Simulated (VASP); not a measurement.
Output of a VASP run:

### OUTCAR
```
 ion  position               nearest neighbor table
   1  0.000  0.000  0.000-   2 2.97   2 2.97   2 2.97   2 2.97   2 2.97   2 2.97
   2  0.500  0.500  0.500-   1 2.97   1 2.97   1 2.97   1 2.97   1 2.97   1 2.97
  LATTYP: Found a face centered cubic cell.
 ALAT       =     5.9463857784
 Subroutine PRICEL returns:
 Original cell was already a primitive cell.
 Subroutine GETGRP returns: Found 48 space group operations
The static configuration has the point symmetry O_h .
The dynamic configuration has the point symmetry O_h .
 Subroutine INISYM returns: Found 48 space group operations
 Subroutine IBZKPT returns following result:
 Found     56 irreducible k-points:

 Following reciprocal coordinates:
            Coordinates               Weight
  0.000000  0.000000  0.000000      1.000000
  0.090909  0.000000  0.000000      8.000000
  0.181818  0.000000  0.000000      8.000000
  0.272727  0.000000  0.000000      8.000000
  0.363636  0.000000  0.000000      8.000000
  0.454545  0.000000  0.000000      8.000000
  0.090909  0.090909  0.000000      6.000000
  0.181818  0.090909  0.000000     24.000000
  0.272727  0.090909  0.000000     24.000000
  0.363636  0.090909  0.000000     24.000000
  0.454545  0.090909  0.000000     24.000000
 -0.454545  0.090909  0.000000     24.000000
 -0.363636  0.090909  0.000000     24.000000
 -0.272727  0.090909  0.000000     24.000000
 -0.181818  0.090909  0.000000     24.000000
 -0.090909  0.090909  0.000000     12.000000
  0.181818  0.181818  0.000000      6.000000
  0.272727  0.181818  0.000000     24.000000
  0.363636  0.181818  0.000000     24.000000
  0.454545  0.181818  0.000000     24.000000
 -0.454545  0.181818  0.000000     24.000000
 -0.363636  0.181818  0.000000     24.000000
 -0.272727  0.181818  0.000000     24.000000
 -0.181818  0.181818  0.000000     12.000000
  0.272727  0.272727  0.000000      6.000000
  0.363636  0.272727  0.000000     24.000000
  0.454545  0.272727  0.000000     24.000000
 -0.454545  0.272727  0.000000     24.000000
 -0.363636  0.272727  0.000000     24.000000
 -0.272727  0.272727  0.000000     12.000000
  0.363636  0.363636  0.000000      6.000000
  0.454545  0.363636  0.000000     24.000000
 -0.454545  0.363636  0.000000     24.000000
 -0.363636  0.363636  0.000000     12.000000
  0.454545  0.454545  0.000000      6.000000
 -0.454545  0.454545  0.000000     12.000000
  0.272727  0.181818  0.090909     24.000000
  0.363636  0.181818  0.090909     48.000000
  0.454545  0.181818  0.090909     48.000000
 -0.454545  0.181818  0.090909     48.000000
   k-points           NKPTS =     56   k-points in BZ     NKDIM =     56   number of bands    NBANDS=     14
   number of dos      NEDOS =    301   number of ions     NIONS =      2
   total plane-waves  NPLWV =  32768
   dimension x,y,z NGX =    32 NGY =   32 NGZ =   32
   dimension x,y,z NGXF=    64 NGYF=   64 NGZF=   64
   ions per type =               1   1
   PREC   = accura    normal or accurate (medium, high low for compatibility)
   ISTART =      0    job   : 0-new  1-cont  2-samecut
   ICHARG =      2    charge: 1-file 2-atom 10-const
   ISPIN  =      1    spin polarized calculation?
   LNONCOLLINEAR =      F non collinear calculations
   LSORBIT =      F    spin-orbit coupling
   INIWAV =      1    electr: 0-lowe 1-rand  2-diag
   ENCUT  =  500.0 eV  36.75 Ry    6.06 a.u.   7.67  7.67  7.67*2*pi/ulx,y,z
   NELM   =    100;   NELMIN=  2; NELMDL= -5     # of ELM steps
   EDIFF  = 0.1E-05   stopping-criterion for ELM
   LREAL  =      F    real-space projection
   NLSPLINE    = F    spline interpolate recip. space projectors
   LMAXMIX     =    4 max onsite mixed and CHGCAR
   VOSKOWN=      0    Vosko Wilk Nusair interpolation
   EDIFFG = -.2E-01   stopping-criterion for IOM
   NSW    =     40    number of steps for IOM
   NBLOCK =      1;   KBLOCK =     40    inner block; outer block
   IBRION =      2    ionic relax: 0-MD 1-quasi-New 2-CG
...
```

File OSZICAR:
```
       N       E                     dE             d eps       ncg     rms          rms(c)
DAV:   1     0.123844555495E+03    0.12384E+03   -0.98009E+03  1574   0.172E+03
DAV:   2     0.180131752585E+01   -0.12204E+03   -0.11974E+03  1658   0.378E+02
DAV:   3    -0.837146997507E+01   -0.10173E+02   -0.10053E+02  1988   0.977E+01
DAV:   4    -0.863896254770E+01   -0.26749E+00   -0.26737E+00  1824   0.172E+01
DAV:   5    -0.865013962003E+01   -0.11177E-01   -0.11177E-01  2270   0.341E+00    0.719E+00
DAV:   6    -0.861574082778E+01    0.34399E-01   -0.49011E-02  2164   0.207E+00    0.448E+00
DAV:   7    -0.860783501652E+01    0.79058E-02   -0.31001E-02  1966   0.130E+00    0.272E-01
DAV:   8    -0.860678900734E+01    0.10460E-02   -0.60153E-03  1972   0.768E-01    0.169E-01
DAV:   9    -0.860683007887E+01   -0.41072E-04   -0.36747E-04  1858   0.209E-01    0.888E-02
DAV:  10    -0.860682002092E+01    0.10058E-04   -0.42491E-05  2164   0.845E-02    0.362E-02
DAV:  11    -0.860682048435E+01   -0.46343E-06   -0.40348E-06  1718   0.186E-02
   1 F= -.53259531E+01 E0= -.53260123E+01  d E =-.532595E+01
```

### OUTCAR
```
------------------------ aborting loop because EDIFF is reached ----------------------------------------
  FORCE on cell =-STRESS in cart. coord.  units (eV):
  Direction    XX          YY          ZZ          XY          YZ          ZX
  --------------------------------------------------------------------------------------
  Total        3.2874551      3.2874551      3.2874551      0.0000000      0.0000000      0.0000000
  in kB      100.2007938    100.2007938    100.2007938      0.0000000      0.0000000      0.0000000
  external PRESSURE =       0.2007938 kB  Pullay stress =     100.0000000 kB
  volume of cell :       52.57
      direct lattice vectors                 reciprocal lattice vectors
     0.000000000  2.973192889  2.973192889    -0.168169378  0.168169378  0.168169378
     2.973192889  0.000000000  2.973192889     0.168169378 -0.168169378  0.168169378
     2.973192889  2.973192889  0.000000000     0.168169378  0.168169378 -0.168169378
 POSITION                                       TOTAL-FORCE (eV/Angst)
 -----------------------------------------------------------------------------------
      0.00000      0.00000      0.00000        -0.000000      0.000000      0.000000
      2.97319      2.97319      2.97319         0.000000     -0.000000     -0.000000
 -----------------------------------------------------------------------------------
    total drift:                                0.000000     -0.000000     -0.000000
  FREE ENERGIE OF THE ION-ELECTRON SYSTEM (eV)
  ---------------------------------------------------
  free  energy   TOTEN  =        -8.6068204844 eV

  energy  without entropy=       -8.6069979926  energy(sigma->0) =       -8.60687965
  enthalpy is  TOTEN    =        -5.3259531493 eV   P V=        3.2808673351

 reached required accuracy - stopping structural energy minimisation
```
(Selected blocks of OUTCAR.)

### POSCAR
```
SnTe
1
   -0.0000000000     2.9731928892     2.9731928892
    2.9731928892    -0.0000000000     2.9731928892
    2.9731928892     2.9731928892     0.0000000000
Sn Te
1 1
Direct
  0.0000000000   0.0000000000   0.0000000000
  0.5000000000   0.5000000000   0.5000000000
```

Question: Write an INCAR and KPOINTS that could have produced this output.

Answer: One answer among several that fit: the input of the run itself, LDA (Ceperley-Alder, Perdew-Zunger), plane waves, VASP's LDA PAW potentials (set 64).

KPOINTS:
```
kpoints
0
G
 11 11 11
```

**INCAR**
```
ALGO = Normal
EDIFF = 1E-6
EDIFFG = -0.02
ENCUT = 500
IBRION = 2
ISIF = 3
ISMEAR = 1
LASPH = .TRUE.
LCHARG = .FALSE.
LMAXMIX = 4
LREAL = .FALSE.
LWAVE = .FALSE.
NELM = 100
NSW = 40
PREC = Accurate
PSTRESS = 100
SIGMA = 0.1
SYSTEM = SnTe
```

POTCAR, in this order: Sn_d Te (LDA.64 set). Program: vasp_std.

The compound is SnTe in the rock salt structure, which distorts at low temperature. It was relaxed first under an external pressure of 10 GPa.
